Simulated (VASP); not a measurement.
Given:

```
CELL_PARAMETERS angstrom
      1.76874    -3.06355     0.00000
      1.76874     3.06355     0.00000
      0.00000     0.00000     5.43340
ATOMIC_POSITIONS crystal
  Er 0.33333 0.66667 0.25000
  Er 0.66667 0.33333 0.75000
```

Level of theory: PBE GGA with D3 dispersion (zero damping), VASP's PBE PAW potentials (set 64) (plane waves; VASP). Run with 520 eV cut-off, 13×13×8 Γ-centred mesh, tetrahedra with Blöchl corrections, potentials Er_3.

The 4f electrons are frozen in the core of the lanthanide potential, so 4f levels, which can set the real gap, and their magnetism are missing.

Q: Predict the energy per atom (σ→0), band gap (on the k-mesh) with the smallest direct gap where there is one.

A: 
```yaml
band gap (on the k-mesh): none (metal, semimetal or under 0.01 eV)
energy per atom (σ→0): -4.798 eV/atom
```

Only differences to runs with the same potentials and settings are physical.

The compound is Er in the hcp structure. It was relaxed first.
